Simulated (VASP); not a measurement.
# SiF (Pm-3m) in VASP: settings compared

One crystal, SiF, is run at these levels: PBEsol, RPBE, revPBE, BLYP; tasks: relaxation of cell and atoms.

Everything below comes from runs of VASP 6.6.1. Logs are shortened: lines on timing, memory, paths and dates and some standing lists are left out, and cuts for length are marked.

### 1 The structure

Symmetry: Pm-3m, No. 221, cubic system. The conventional cell has a = 3.029 Å, b = 3.029 Å, c = 3.029 Å, α = 90.00°, β = 90.00°, γ = 90.00°. Si (site symmetry m-3m) has 8 F at 2.62 Å as nearest neighbours. F (site symmetry m-3m) is surrounded by 8 Si at 2.62 Å.

The cell was built by a generator and needn't be a form met in nature.

### 2 Relaxation of cell and atoms, PBEsol

The input, INCAR:

```
SYSTEM = SiF
ALGO     = Normal         ! electronic algorithm
EDIFF    = 1E-6           ! SCF threshold, eV
EDIFFG   = -0.01          ! ionic threshold
ENCUT    = 600            ! plane-wave cutoff, eV
GGA      = PS             ! functional
IBRION   = 2              ! ionic algorithm
ISIF     = 3              ! what is computed and relaxed
ISMEAR   = -1             ! smearing method
LASPH    = .True.         ! aspherical terms in the spheres
LCHARG   = .False.        ! write CHGCAR
LREAL    = .False.        ! projectors in reciprocal space
LWAVE    = .False.        ! write WAVECAR
NELM     = 80             ! most SCF steps
NSW      = 40             ! ionic steps
PREC     = Accurate       ! precision mode
SIGMA    = 0.05           ! smearing width, eV
```

The input, KPOINTS:

```
k-points
0
Gamma
  9 9 9
  0 0 0
```

The input, POSCAR:

```
SiF
1.0
    3.0286000000      0.0000000000      0.0000000000
    0.0000000000      3.0286000000      0.0000000000
    0.0000000000      0.0000000000      3.0286000000
Si F
1 1
Direct
    0.5000000000      0.5000000000      0.5000000000
    0.0000000000      0.0000000000      0.0000000000
```

Potentials or basis: VASP PAW PBE potentials, release 64 (Si, F).

On the command line:

```bash
$ cat potpaw_PBE.64/Si/POTCAR potpaw_PBE.64/F/POTCAR > POTCAR
$ mpirun -np 1 vasp_std > vasp.out
```

OUTCAR:

```text
SYSTEM = SiF
   EDIFF = 1E-6
   EDIFFG = -0.01
   ENCUT = 600
   GGA = PS
   IBRION = 2
   ISIF = 3
   ISMEAR = -1
   LASPH = .True.
   LREAL = .False.
   NELM = 80
   NSW = 40
   PREC = Accurate

 ion  position               nearest neighbor table
   1  0.500  0.500  0.500-
   2  0.000  0.000  0.000-

  LATTYP: Found a simple cubic cell.
 ALAT       =     3.0286000000

  Lattice vectors:

 A1 = (   3.0286000000,   0.0000000000,   0.0000000000)
 A2 = (   0.0000000000,   3.0286000000,   0.0000000000)
 A3 = (   0.0000000000,   0.0000000000,   3.0286000000)

Analysis of symmetry for initial positions (statically):
=====================================================================
 Subroutine PRICEL returns:
 Original cell was already a primitive cell.

 Routine SETGRP: Setting up the symmetry group for a
 simple cubic supercell.

 Subroutine GETGRP returns: Found 48 space group operations
 (whereof 48 operations were pure point group operations)
 out of a pool of 48 trial point group operations.

The static configuration has the point symmetry O_h .

Analysis of symmetry for dynamics (positions and initial velocities):
=====================================================================
 Subroutine PRICEL returns:
 Original cell was already a primitive cell.

 Routine SETGRP: Setting up the symmetry group for a
 simple cubic supercell.

 Subroutine GETGRP returns: Found 48 space group operations
 (whereof 48 operations were pure point group operations)
 out of a pool of 48 trial point group operations.

The dynamic configuration has the point symmetry O_h .

 Subroutine INISYM returns: Found 48 space group operations
 (whereof 48 operations are pure point group operations),
 and found     1 'primitive' translations

----------------------------------------------------------------------------------------

                                     Primitive cell

  volume of cell :      27.7796

  direct lattice vectors                    reciprocal lattice vectors
     3.028600000  0.000000000  0.000000000     0.330185564  0.000000000  0.000000000
     0.000000000  3.028600000  0.000000000     0.000000000  0.330185564  0.000000000
     0.000000000  0.000000000  3.028600000     0.000000000  0.000000000  0.330185564

  length of vectors
     3.028600000  3.028600000  3.028600000     0.330185564  0.330185564  0.330185564

  position of ions in fractional coordinates (direct lattice)
     0.500000000  0.500000000  0.500000000
     0.000000000  0.000000000  0.000000000

  ion indices of the primitive-cell ions
   primitive index   ion index
                 1           1
                 2           2

----------------------------------------------------------------------------------------

 KPOINTS: k-points

Automatic generation of k-mesh.
 Grid dimensions read from file:
 generate k-points for:    9    9    9

 Generating k-lattice:

  Cartesian coordinates                     Fractional coordinates (reciprocal lattice)
     0.036687285  0.000000000  0.000000000     0.111111111  0.000000000  0.000000000
     0.000000000  0.036687285  0.000000000     0.000000000  0.111111111  0.000000000
     0.000000000  0.000000000  0.036687285     0.000000000  0.000000000  0.111111111

  Length of vectors
     0.036687285  0.036687285  0.036687285

  Shift w.r.t. Gamma in fractional coordinates (k-lattice)
     0.000000000  0.000000000  0.000000000

 Subroutine IBZKPT returns following result:
 ===========================================
[... 47 lines left out ...]
   NELM   =     80;   NELMIN=  2; NELMDL= -5     # of ELM steps
   EDIFF  = 0.1E-05   stopping-criterion for ELM
   LREAL  =      F    real-space projection
   EDIFFG = -.1E-01   stopping-criterion for IOM
   NSW    =     40    number of steps for IOM
   IBRION =      2    ionic relax: 0-MD 1-quasi-New 2-CG
   NFREE  =      1    steps in history (QN), initial steepest desc. (CG)
   ISIF   =      3    stress and relaxation
   ISYM   =      2    0-nonsym 1-usesym 2-fastsym
   POTIM  = 0.5000    time-step for ionic-motion
   TEBEG  =    0.0;   TEEND  =   0.0 temperature during run
   PSTRESS=    0.0 pullay stress
   NELECT =      11.0000    total number of electrons
   NUPDOWN=      -1.0000    fix difference up-down
   EMIN   =  10.00;   EMAX   =-10.00  energy-range for DOS
   EFERMI =   0.00;   METHOD = LEGACY
   ISMEAR =    -1;   SIGMA  =   0.05  broadening in eV -4-tet -1-fermi 0-gaus
   EFERMI_NEDOS =   21; number of points for ismear=-14 and -15
   IALGO  =     38    algorithm
   IMIX   =      4    mixing-type and parameters
     AMIX     =   0.40;   BMIX     =  1.00
     AMIX_MAG =   1.60;   BMIX_MAG =  1.00
  volume/ion in A,a.u.               =      13.89        93.73
  Fermi-wavevector in a.u.,A,eV,Ry     =   1.202164  2.271761 19.663124  1.445199
  Thomas-Fermi vector in A             =   2.337953
   LORBIT       =      0    0 simple, 1 ext, 2 COOP (PROOUT), +10 PAW based schemes
   GGA     = PS    functional components
   LHFCALC =     F    Hartree Fock is set to
   AEXX    =    0.0000 exact exchange contribution
   IVDW    =     0    specifies the selected vdW correction
   LEPSILON=     F    determine dielectric tensor
   LRPA    =     F    only Hartree local field effects (RPA)
 conjugate gradient relaxation of ions
 non-spin polarized calculation
  energy-cutoff  :      600.00
  volume of cell :       27.78
 maximum number of plane-waves:       943
   NGX = 13   NGY = 13   NGZ = 13

--------------------------------------- Ionic step        1  -------------------------------------------

 number of electron      11.0000013 magnetization

 Free energy of the ion-electron system (eV)
  ---------------------------------------------------
  ext. energy  EPLUGINS =         0.00000000
  ---------------------------------------------------
  free energy    TOTEN  =        -8.37067312 eV

  energy without entropy =       -8.35299111  energy(sigma->0) =       -8.36183211

------------------------ aborting loop because EDIFF is reached ----------------------------------------

  FORCE on cell =-STRESS in cart. coord.  units (eV):
  Direction    XX          YY          ZZ          XY          YZ          ZX
  --------------------------------------------------------------------------------------
  -------------------------------------------------------------------------------------
  Total       -0.6611111     -0.6611111     -0.6611111     -0.0000000      0.0000000      0.0000000
  in kB      -38.1293412    -38.1293412    -38.1293412     -0.0000000      0.0000000      0.0000000
  external PRESSURE =     -38.1293412 kB  Pullay stress =       0.0000000 kB

 VOLUME and BASIS-vectors are now :
 -----------------------------------------------------------------------------
  energy-cutoff  :      600.00
  volume of cell :       27.78
      direct lattice vectors                 reciprocal lattice vectors
     3.028600000  0.000000000  0.000000000     0.330185564  0.000000000  0.000000000
     0.000000000  3.028600000  0.000000000     0.000000000  0.330185564  0.000000000
     0.000000000  0.000000000  3.028600000     0.000000000  0.000000000  0.330185564

 POSITION                                       TOTAL-FORCE (eV/Angst)
 -----------------------------------------------------------------------------------
      1.51430      1.51430      1.51430         0.000000      0.000000      0.000000
      0.00000      0.00000      0.00000         0.000000      0.000000      0.000000
 -----------------------------------------------------------------------------------
    total drift:                               -0.000000      0.000000      0.000000

  FREE ENERGIE OF THE ION-ELECTRON SYSTEM (eV)
  ---------------------------------------------------
  free  energy   TOTEN  =        -8.3706731204 eV

  energy  without entropy=       -8.3529911069  energy(sigma->0) =       -8.36183211

--------------------------------------- Ionic step        2  -------------------------------------------

 number of electron      11.0000001 magnetization

 Free energy of the ion-electron system (eV)
  ---------------------------------------------------
  ext. energy  EPLUGINS =         0.00000000
  ---------------------------------------------------
  free energy    TOTEN  =        -8.38739416 eV

  energy without entropy =       -8.37062895  energy(sigma->0) =       -8.37901156

 E-fermi :   6.2836     XC(G=0): -10.6939

 val. band max:        6.2534606742   @ k =   0.3333   0.2222   0.0000
 cond. band min:       6.2866275597   @ k =   0.4444   0.4444   0.4444
 fundamental gap:      0.0331668855
 Fermi energy:         6.2836390228

 k-point     1 :       0.0000    0.0000    0.0000
  band No.  band energies     occupation
      1     -18.0891      2.00000
      2      -2.7878      2.00000
      3       0.7707      2.00000
      4       0.7707      2.00000
      5       0.7707      2.00000
      6      11.7314      0.00000
      7      11.7314      0.00000
      8      11.7314      0.00000
      9      11.9523      0.00000
[... 265 lines left out ...]
 k-point    24 :       0.4444    0.3333    0.1111
  band No.  band energies     occupation
      1     -17.6435      2.00000
      2      -2.2874      2.00000
      3      -0.8315      2.00000
      4       1.0479      2.00000
      5       2.1155      2.00000
      6       6.3533      0.39800
      7       7.4364      0.00000
      8      11.5558      0.00000
      9      14.1260      0.00000

 [... further k-points ...]
[... 5 lines left out ...]
  --------------------------------------------------------------------------------------
  -------------------------------------------------------------------------------------
  Total       -0.0160458     -0.0160458     -0.0160458      0.0000000      0.0000000     -0.0000000
  in kB       -0.9711621     -0.9711621     -0.9711621      0.0000000      0.0000000     -0.0000000
  external PRESSURE =      -0.9711621 kB  Pullay stress =       0.0000000 kB

 VOLUME and BASIS-vectors are now :
 -----------------------------------------------------------------------------
  energy-cutoff  :      600.00
  volume of cell :       26.47
      direct lattice vectors                 reciprocal lattice vectors
     2.980303285  0.000000000  0.000000000     0.335536321  0.000000000  0.000000000
    -0.000000000  2.980303285 -0.000000000    -0.000000000  0.335536321  0.000000000
     0.000000000  0.000000000  2.980303285    -0.000000000  0.000000000  0.335536321

 POSITION                                       TOTAL-FORCE (eV/Angst)
 -----------------------------------------------------------------------------------
      1.49015      1.49015      1.49015        -0.000000      0.000000      0.000000
      0.00000      0.00000      0.00000         0.000000      0.000000      0.000000
 -----------------------------------------------------------------------------------
    total drift:                               -0.000000      0.000000      0.000000

  FREE ENERGIE OF THE ION-ELECTRON SYSTEM (eV)
  ---------------------------------------------------
  free  energy   TOTEN  =        -8.3873941577 eV

  energy  without entropy=       -8.3706289530  energy(sigma->0) =       -8.37901156

 reached required accuracy - stopping structural energy minimisation
```

It took 4.5 s on 1 thread of Intel Xeon 6975P-C (Granite Rapids), shared host; peak memory 0.13 GiB.

Results:

```yaml
Free_energy: -8.3874 eV
Relaxed_volume: 13.24 Å³/atom
Relaxed_cell: a = 2.980 Å, b = 2.980 Å, c = 2.980 Å, α = 90.00°, β = 90.00°, γ = 90.00°
Space_group_after_relaxing_to_0.05_Å: Pm-3m (No. 221)
Energy_gained_by_relaxing: 8.4 meV/atom
Ionic_steps: 2
Pressure_after_relaxing: -0.1 GPa
Band_gap_on_the_k_mesh: none (metal or under the smearing width)
```

Step by step:
```
step  energy change (eV)  largest force (eV/Å)  pressure (GPa)  volume (Å³)
   1              0.0000                0.0000           -3.81        27.78
   2             -0.0167                0.0000           -0.10        26.47
```

Final structure:
```
Si F
1.0
     2.98030    0.00000    0.00000
     0.00000    2.98030    0.00000
     0.00000    0.00000    2.98030
Si F
1 1
Direct
  0.50000 0.50000 0.50000
  0.00000 0.00000 0.00000
```

Levels at points of the mesh, in eV from the Fermi level:
```csv
k point,band 2,band 3,band 4,band 5,band 6,band 7,band 8,band 9
"(0.00, 0.00, 0.00)",-9.07,-5.51,-5.51,-5.51,5.45,5.45,5.45,5.67
```

Caveat: the PAW data sets were made with another functional, which shifts forces and pressure a little; an odd number of electrons without spin polarisation forces a metal; a magnetic or distorted state may lie lower.

[end of part 1 of 2]
